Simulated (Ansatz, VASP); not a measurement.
# Cross-check of H5C2NO (liquid N-methylformamide at 298 K) between VASP and Ansatz, part 2 of 3

Aim: how closely do two programs agree when they are given the same cell, functional and k mesh? Of the first pair: The cell is taken from a series of runs on this material, whose earlier steps may have relaxed, scaled, displaced or heated it; both programs get it as it stands.

VASP 6.6.1 and Ansatz 0.2.0.

So far. Step 2 (VASP: single point, PBE with D4, pair 1): The run ends at a pressure of 2.00 GPa, with forces up to 4.8 eV/Å.

## 4. Comparison

Known differences besides the potentials themselves: the cutoff is 420 eV in Ansatz and 600 eV in VASP (PREC = Accurate, projectors in real space). Total energies have different zeros and are not compared.

The two programs side by side:

```csv
quantity,Ansatz,VASP,difference
pressure (GPa),1.85,2.00,-0.15
gap on the k mesh (eV),4.313,4.311,+0.003
```

Forces on 8 of the 117 atoms, those with the largest forces and the largest differences (eV/Å; atoms numbered as in POSCAR):

```csv
atom,"Ansatz x, y, z","VASP x, y, z"
C6,"2.357, 3.103, 1.896","2.555, 3.541, 2.033"
C8,"3.169, -2.443, -1.583","3.519, -2.866, -1.583"
C14,"0.094, 1.577, -3.266","0.128, 1.855, -3.682"
C20,"3.243, -1.358, -0.578","3.654, -1.259, -0.624"
C22,"-3.781, 0.349, -1.857","-4.118, 0.427, -2.246"
C24,"0.888, 3.444, 1.319","1.165, 3.785, 1.522"
O43,"-1.584, 2.703, 0.157","-1.964, 3.136, 0.167"
O48,"-1.328, 3.506, 0.886","-1.575, 3.980, 1.035"
```

The forces differ by 128 meV/Å r.m.s., which is 12.1 % of the r.m.s. force of 1.058 eV/Å (both taken over all components). A gap on the mesh is an upper bound, since the band edges may lie between its points.

## 5. Ansatz: single point, PBE with D4, pair 2

A single point gives forces, pressure and levels at one fixed geometry, so differences don't come from the geometry; what else differs is listed under the comparison.

The cell is taken from a series of runs on this material, whose earlier steps may have relaxed, scaled, displaced or heated it; both programs get it as it stands.

Input file input.yaml:

```yaml
crystal:
  lattice:
    - [10.8355, 0.0, 0.0]
    - [0.0, 10.8355, 0.0]
    - [0.0, 0.0, 10.8355]
  atoms:
    - { symbol: C, position: [0.58794, 0.52543, 0.19002] }
    - { symbol: "N", position: [0.67584, 0.42948, 0.22153] }
    - { symbol: C, position: [0.79578, 0.45089, 0.24201] }
    - { symbol: O, position: [0.84507, 0.55478, 0.24074] }
    - { symbol: H, position: [0.63044, 0.61551, 0.2069] }
    - { symbol: H, position: [0.50472, 0.51612, 0.24695] }
    - { symbol: H, position: [0.56156, 0.51978, 0.0921] }
    - { symbol: H, position: [0.64319, 0.34066, 0.22576] }
    - { symbol: H, position: [0.84886, 0.36586, 0.26058] }
    - { symbol: C, position: [0.09914, 0.56662, 0.00603] }
    - { symbol: "N", position: [0.01657, 0.65027, 0.07099] }
    - { symbol: C, position: [0.00779, 0.77031, 0.04454] }
    - { symbol: O, position: [0.06788, 0.82482, 0.96294] }
    - { symbol: H, position: [0.19593, 0.58446, 0.03089] }
    - { symbol: H, position: [0.0901, 0.57658, 0.90556] }
    - { symbol: H, position: [0.07581, 0.4716, 0.03141] }
    - { symbol: H, position: [0.96049, 0.61533, 0.13969] }
    - { symbol: H, position: [0.94016, 0.81953, 0.10333] }
    - { symbol: C, position: [0.82335, 0.94728, 0.37421] }
    - { symbol: "N", position: [0.7482, 0.04844, 0.41985] }
    - { symbol: C, position: [0.62574, 0.04325, 0.42692] }
    - { symbol: O, position: [0.56156, 0.95093, 0.39987] }
    - { symbol: H, position: [0.83438, 0.87453, 0.44415] }
    - { symbol: H, position: [0.9151, 0.98153, 0.34905] }
    - { symbol: H, position: [0.77935, 0.90569, 0.29299] }
    - { symbol: H, position: [0.78882, 0.12908, 0.44982] }
    - { symbol: H, position: [0.58341, 0.13028, 0.45872] }
    - { symbol: C, position: [0.98602, 0.1338, 0.82313] }
    - { symbol: "N", position: [0.00127, 0.08138, 0.94579] }
    - { symbol: C, position: [0.97893, 0.14388, 0.04977] }
    - { symbol: O, position: [0.93845, 0.25168, 0.05607] }
    - { symbol: H, position: [0.8897, 0.12832, 0.79159] }
    - { symbol: H, position: [0.04452, 0.08273, 0.75828] }
    - { symbol: H, position: [0.01502, 0.23075, 0.82392] }
    - { symbol: H, position: [0.03063, 0.9909, 0.95389] }
    - { symbol: H, position: [0.00199, 0.0908, 0.13395] }
    - { symbol: C, position: [0.63998, 0.61029, 0.50122] }
    - { symbol: "N", position: [0.54135, 0.6966, 0.47259] }
    - { symbol: C, position: [0.42213, 0.66436, 0.46836] }
    - { symbol: O, position: [0.37964, 0.55974, 0.4889] }
    - { symbol: H, position: [0.66614, 0.61471, 0.59908] }
    - { symbol: H, position: [0.72069, 0.631, 0.44376] }
    - { symbol: H, position: [0.60884, 0.51617, 0.48133] }
    - { symbol: H, position: [0.56242, 0.7866, 0.45052] }
    - { symbol: H, position: [0.36135, 0.74263, 0.44278] }
    - { symbol: C, position: [0.08696, 0.69347, 0.43812] }
    - { symbol: "N", position: [0.119, 0.75206, 0.55457] }
    - { symbol: C, position: [0.11301, 0.69379, 0.66328] }
    - { symbol: O, position: [0.07873, 0.58545, 0.6797] }
    - { symbol: H, position: [0.99435, 0.65241, 0.44174] }
    - { symbol: H, position: [0.15305, 0.61955, 0.41619] }
    - { symbol: H, position: [0.08872, 0.76327, 0.36508] }
    - { symbol: H, position: [0.14735, 0.84272, 0.55695] }
    - { symbol: H, position: [0.14007, 0.75277, 0.74229] }
    - { symbol: C, position: [0.39623, 0.54413, 0.82523] }
    - { symbol: "N", position: [0.35391, 0.45836, 0.73164] }
    - { symbol: C, position: [0.2857, 0.35845, 0.75616] }
    - { symbol: O, position: [0.25466, 0.32105, 0.86005] }
    - { symbol: H, position: [0.34621, 0.63226, 0.81823] }
    - { symbol: H, position: [0.49569, 0.56054, 0.81532] }
    - { symbol: H, position: [0.3782, 0.50438, 0.91638] }
    - { symbol: H, position: [0.36653, 0.48298, 0.64074] }
    - { symbol: H, position: [0.2579, 0.30786, 0.67176] }
    - { symbol: C, position: [0.67461, 0.29136, 0.83114] }
    - { symbol: "N", position: [0.76819, 0.363, 0.89545] }
    - { symbol: C, position: [0.77779, 0.48484, 0.88405] }
    - { symbol: O, position: [0.70885, 0.55044, 0.8187] }
    - { symbol: H, position: [0.67707, 0.19607, 0.86452] }
    - { symbol: H, position: [0.69065, 0.28994, 0.73099] }
    - { symbol: H, position: [0.5825, 0.3304, 0.84728] }
    - { symbol: H, position: [0.83244, 0.31844, 0.95098] }
    - { symbol: H, position: [0.85366, 0.52527, 0.9389] }
    - { symbol: C, position: [0.84876, 0.84502, 0.71621] }
    - { symbol: "N", position: [0.73814, 0.80109, 0.77736] }
    - { symbol: C, position: [0.63889, 0.87156, 0.7951] }
    - { symbol: O, position: [0.62928, 0.98296, 0.76795] }
    - { symbol: H, position: [0.87391, 0.78124, 0.64172] }
    - { symbol: H, position: [0.92655, 0.85023, 0.78093] }
    - { symbol: H, position: [0.83114, 0.93672, 0.67769] }
    - { symbol: H, position: [0.73196, 0.70812, 0.80077] }
    - { symbol: H, position: [0.56107, 0.82004, 0.83751] }
    - { symbol: C, position: [0.33198, 0.83968, 0.17451] }
    - { symbol: "N", position: [0.3298, 0.93394, 0.26964] }
    - { symbol: C, position: [0.22536, 0.99096, 0.3051] }
    - { symbol: O, position: [0.12098, 0.96967, 0.26363] }
    - { symbol: H, position: [0.31829, 0.74652, 0.21303] }
    - { symbol: H, position: [0.42174, 0.84179, 0.12782] }
    - { symbol: H, position: [0.25827, 0.85693, 0.10746] }
    - { symbol: H, position: [0.41093, 0.95583, 0.31407] }
    - { symbol: H, position: [0.24145, 0.06087, 0.37804] }
    - { symbol: C, position: [0.27256, 0.32499, 0.20813] }
    - { symbol: "N", position: [0.34382, 0.28292, 0.10297] }
    - { symbol: C, position: [0.45665, 0.23301, 0.11353] }
    - { symbol: O, position: [0.51464, 0.21746, 0.21111] }
    - { symbol: H, position: [0.26553, 0.42633, 0.20999] }
    - { symbol: H, position: [0.319, 0.29465, 0.29265] }
    - { symbol: H, position: [0.17882, 0.28665, 0.20443] }
    - { symbol: H, position: [0.30912, 0.29585, 0.01529] }
    - { symbol: H, position: [0.49577, 0.20595, 0.02281] }
    - { symbol: C, position: [0.06627, 0.29414, 0.47695] }
    - { symbol: "N", position: [0.99154, 0.38023, 0.54722] }
    - { symbol: C, position: [0.87003, 0.36584, 0.56258] }
    - { symbol: O, position: [0.80656, 0.27994, 0.52057] }
    - { symbol: H, position: [0.02125, 0.27135, 0.38903] }
    - { symbol: H, position: [0.08189, 0.20735, 0.52742] }
    - { symbol: H, position: [0.15558, 0.33743, 0.45779] }
    - { symbol: H, position: [0.03167, 0.45676, 0.58791] }
    - { symbol: H, position: [0.82791, 0.44051, 0.61829] }
    - { symbol: C, position: [0.30667, 0.01491, 0.86054] }
    - { symbol: "N", position: [0.37579, 0.01244, 0.74549] }
    - { symbol: C, position: [0.32204, 0.9994, 0.63551] }
    - { symbol: O, position: [0.20851, 0.99213, 0.61733] }
    - { symbol: H, position: [0.24074, 0.93819, 0.8649] }
    - { symbol: H, position: [0.2563, 0.10216, 0.8711] }
    - { symbol: H, position: [0.3722, 0.00623, 0.93702] }
    - { symbol: H, position: [0.47157, 0.01332, 0.74978] }
    - { symbol: H, position: [0.38944, 0.99451, 0.55851] }
kpoints:
  mp_grid: { grid: [1, 1, 1] }
hamiltonian:
  xc: pbe
  dispersion: d4
scf:
  occupations: { method: fermi_dirac, width: 0.05 }
output:
  forces: true
  stress: true
  populations: true
  dos:
    method: { smearing: { sigma: 0.1 } }
    de: 0.1
    projected: { site_lists: { C: [C], H: [H], "N": ["N"], O: [O] } }
  eigenvalues: true
  write_density: true
  write_potential: true
  volumetric_format: npy
  elf: true
```

The run is started by

```bash
> ansatz run input.yaml --threads 4 --pin off --max-ram 8192MiB --backend cpu --events-out ev --progress --plain --runs-dir out
```

Numbers of over 12 decimals in the logs are rounded to 6 here.

Output:

```text
[...]
Crystal: 117 atoms, lattice volume = 1272.175 Å³
Basis set: ecut = 420 eV, 24837 PW (Γ), exchange–correlation on 150×150×150 points (8 copies of the dense FFT grid, shifted against one another)
Bands: 273, of which v1, the nominal top of the filled ones, is band 156 counted from 1 (155 counted from 0)
Symmetry: 1 space group operations
[...]
k-points: 1
[...]
P = ⅓ Tr σ = -0.2274 GPa (-2.274 kbar)
--- Band table (eV) ---
  k-point 0: bands = [... 152 lower, -1.3156, -1.2774, -1.2406, -1.1638, 3.6387, 3.6692, 3.6907, 3.7869, ... 113 higher]
--- Löwdin populations: 117 sites ---
  site symbol       q [e]
     0      C      4.3535
     1      N      5.2400
     2      C      3.6815
     3      O      6.4835
     4      H      0.7842
     5      H      0.7958
     6      H      0.8053
     7      H      0.6685
[...]
113      H      0.7928
   114      H      0.8048
   115      H      0.6812
   116      H      0.8485
  spilling = 0.013895 (of n_electrons = 312.000000)
```

## 6. VASP: single point, PBE with D4, pair 2

The same cell, functional, mesh and smearing now go to VASP, with its own data sets.

Input file INCAR:

```
SYSTEM = H5C2NO
PREC = Accurate
ENCUT = 600
EDIFF = 1E-06
NELM = 120
ISMEAR = -1
SIGMA = 0.05
LREAL = Auto
ALGO = Normal
GGA = PE
IVDW = 13
NBANDS = 240
LORBIT = 11
LWAVE = .FALSE.
LCHARG = .FALSE.
ISIF = 2
LASPH = .TRUE.
GGA_COMPAT = .FALSE.
EFERMI = MIDGAP
NCORE = 4
```

Input file POSCAR:

```
H5C2NO
1.0
   10.8355000000      0.0000000000      0.0000000000
    0.0000000000     10.8355000000      0.0000000000
    0.0000000000      0.0000000000     10.8355000000
C N O H
26 13 13 65
Direct
    0.5879400000      0.5254300000      0.1900200000
    0.7957800000      0.4508900000      0.2420100000
    0.0991400000      0.5666200000      0.0060300000
    0.0077900000      0.7703100000      0.0445400000
    0.8233500000      0.9472800000      0.3742100000
    0.6257400000      0.0432500000      0.4269200000
    0.9860200000      0.1338000000      0.8231300000
    0.9789300000      0.1438800000      0.0497700000
    0.6399800000      0.6102900000      0.5012200000
    0.4221300000      0.6643600000      0.4683600000
    0.0869600000      0.6934700000      0.4381200000
    0.1130100000      0.6937900000      0.6632800000
    0.3962300000      0.5441300000      0.8252300000
    0.2857000000      0.3584500000      0.7561600000
    0.6746100000      0.2913600000      0.8311400000
    0.7777900000      0.4848400000      0.8840500000
    0.8487600000      0.8450200000      0.7162100000
    0.6388900000      0.8715600000      0.7951000000
    0.3319800000      0.8396800000      0.1745100000
    0.2253600000      0.9909600000      0.3051000000
    0.2725600000      0.3249900000      0.2081300000
    0.4566500000      0.2330100000      0.1135300000
    0.0662700000      0.2941400000      0.4769500000
    0.8700300000      0.3658400000      0.5625800000
    0.3066700000      0.0149100000      0.8605400000
    0.3220400000      0.9994000000      0.6355100000
    0.6758400000      0.4294800000      0.2215300000
    0.0165700000      0.6502700000      0.0709900000
    0.7482000000      0.0484400000      0.4198500000
    0.0012700000      0.0813800000      0.9457900000
[... 81 atom lines left out ...]
    0.8279100000      0.4405100000      0.6182900000
    0.2407400000      0.9381900000      0.8649000000
    0.2563000000      0.1021600000      0.8711000000
    0.3722000000      0.0062300000      0.9370200000
    0.4715700000      0.0133200000      0.7497800000
    0.3894400000      0.9945100000      0.5585100000
```

Input file KPOINTS:

```
Automatic mesh
0
Gamma
1 1 1
0 0 0
```

The projector-augmented-wave data sets are C, N, O and H (PBE family, release 64).

The run is started by

```bash
> mpirun -np 16 vasp_gam
```

Output:

```text
[... set-up lines as in an earlier step ...]
 entering main loop
       N       E                     dE             d eps       ncg     rms          rms(c)
DAV:   1     0.258727636641E+04    0.25873E+04   -0.17451E+05   480   0.134E+03
DAV:   2    -0.410040182782E+03   -0.29973E+04   -0.28222E+04   608   0.305E+02
DAV:   3    -0.725664197720E+03   -0.31562E+03   -0.31263E+03   592   0.103E+02
DAV:   4    -0.733183580524E+03   -0.75194E+01   -0.74890E+01   600   0.179E+01
[...]
DAV:  17    -0.676819950513E+03    0.34441E-05   -0.12976E-05   576   0.998E-03    0.501E-03
DAV:  18    -0.676819949175E+03    0.13384E-05   -0.15656E-06   440   0.577E-03    0.244E-03
DAV:  19    -0.676819948497E+03    0.67801E-06   -0.12656E-06   400   0.408E-03
   1 F= -.68186673E+03 E0= -.68186673E+03  d E =-.131475E-19
```

From OUTCAR (step 6):

```text
  FREE ENERGIE OF THE ION-ELECTRON SYSTEM (eV)
  ---------------------------------------------------
  free  energy   TOTEN  =      -681.8667305569 eV

  energy  without entropy=     -681.8667305569  energy(sigma->0) =     -681.86673056
```

The run ends at a pressure of -0.13 GPa, with forces up to 0.39 eV/Å.

## 7. Comparison

Compared:

```csv
quantity,Ansatz,VASP,difference
pressure (GPa),-0.23,-0.13,-0.10
gap on the k mesh (eV),4.803,4.798,+0.005
```

Forces on 7 of the 117 atoms, those with the largest forces and the largest differences (eV/Å; atoms numbered as in POSCAR):

```csv
atom,"Ansatz x, y, z","VASP x, y, z"
O41,"0.003, 0.004, -0.004","0.193, 0.195, -0.268"
O44,"0.000, 0.001, 0.000","-0.150, -0.347, 0.075"
O45,"0.001, 0.001, -0.002","-0.114, -0.359, 0.050"
O46,"0.003, 0.001, -0.003","-0.096, -0.131, 0.344"
O49,"0.007, 0.000, 0.006","-0.365, -0.066, -0.134"
O50,"-0.004, 0.001, -0.003","0.204, -0.052, 0.324"
O51,"0.000, 0.003, 0.005","-0.210, -0.283, -0.132"
```

The forces differ by 99 meV/Å r.m.s., where the r.m.s. force is 0.004 eV/Å in Ansatz and 0.099 eV/Å in VASP: the atoms lie near their places of rest in Ansatz, so a percentage would say little (all taken over all components). A gap on the mesh is an upper bound, since the band edges may lie between its points.

(Continued in part 3 of 3.)

[Lines on the potential files, build, host, timing and source positions are cut from VASP's logs without a mark.]

[Logs are printed without paths, hosts, clocks, repeated set-up lines and the standing remarks that a program may print on its own settings, such as how far it seeks lower states.]

[Hosts, paths, dates, database ids (printed as entryN), source tags and the programs' standing remarks are cut or masked in the printed files.]
